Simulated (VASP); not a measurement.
Data:

```xyz
2
Lattice="2.8100 0.0000 0.0000 0.0000 2.8100 0.0000 0.0000 0.0000 2.8100" Properties=species:S:1:pos:R:3 pbc="T T T"
Al     1.4050     1.4050     1.4050
Fe     0.0000     0.0000     0.0000
```

Level of theory: PW91 GGA, VASP's PBE PAW potentials (set 64) (plane waves; VASP 6.6.1). Numerical set-up: 520 eV cut-off, 13×13×13 Γ-centred mesh, first-order Methfessel-Paxton smearing of 0.10 eV, potentials Al Fe.

Q: Give the stress tensor in GPa (positive for a compressed cell).

A: 
```
12.84   0.00   0.00
 0.00  12.84   0.00
 0.00   0.00  12.84
```
The pressure is its mean diagonal, 12.84 GPa.

The compound is FeAl in the CsCl type structure. This cell is one point of a volume scan, at 0.94 of the reference volume. The run is not spin-polarised, so no magnetic state was tried. The electron count is odd and the run is not spin-polarised, which forces a metal.
